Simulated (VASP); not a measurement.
Given:

```xyz
3
Lattice="3.5305 0.0000 0.0000 -1.7652 3.0575 0.0000 0.0000 0.0000 7.4539" Properties=species:S:1:pos:R:3 pbc="T T T"
Mo     0.0000     0.0000     0.0000
Te     0.0000     2.0383     1.8297
Te     1.7652     1.0192     5.6242
```

All values below come from r2SCAN meta-GGA, VASP's PBE PAW potentials (set 64) (plane waves; VASP). Run with 400 eV cut-off, 11×11×5 Γ-centred mesh, tetrahedra with Blöchl corrections, potentials Mo_sv Te.

**Question.** Give the energies of bands 7 to 16 at the high-symmetry points, in eV from the Fermi level.

**Answer.** 
```
band      Γ      M      K      A      L      H
----  -----  -----  -----  -----  -----  -----
7     -6.35  -6.66  -5.48  -5.52  -6.63  -5.33
8     -2.81  -5.32  -5.20  -3.73  -5.56  -5.19
9     -2.81  -4.08  -5.20  -2.80  -4.21  -5.19
10    -1.89  -3.22  -3.83  -2.80  -3.27  -4.11
11    -1.62  -3.06  -3.42  -0.97  -2.30  -3.37
12    -0.97  -1.84  -3.42  -0.97  -2.14  -3.37
13    -0.97  -1.04   0.34  -0.83  -0.88  -0.04
14     1.22   0.56   0.34   1.13   0.56  -0.04
15     1.22   0.95   0.48   1.13   1.10   0.52
16     3.52   2.51   2.06   3.67   2.83   2.77
```

It has no gap at this level: it comes out as a metal or semimetal.

The structure was generated: Te2Mo was put into the CdI2 type (P-3m1), which need not be its known phase. It was relaxed first, which changed the volume by -15 %.
